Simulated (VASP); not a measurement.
Data:

```
CaB6
1.0
    4.12641     0.00000     0.00000
    0.00000     4.12641     0.00000
    0.00000     0.00000     4.12641
Ca B
1 6
Cartesian
  0.00000   0.00000   0.00000
  3.29707   2.06321   2.06321
  2.06321   0.82934   2.06321
  2.06321   3.29707   2.06321
  0.82934   2.06321   2.06321
  2.06321   2.06321   3.29707
  2.06321   2.06321   0.82934
```

Calculation: PBEsol GGA, VASP's PBE PAW potentials (set 64) (plane waves; VASP). Settings: 520 eV cut-off, 6×6×6 Γ-centred mesh, tetrahedra with Blöchl corrections, potentials Ca_sv B.

Predict the energy per atom (σ→0), largest force.

```
Quantity                       Result
---------------------  --------------
energy per atom (σ→0)  -6.729 eV/atom
largest force              0.115 eV/Å
```

The compound is CaB6 in the cab6 structure. It was relaxed first.
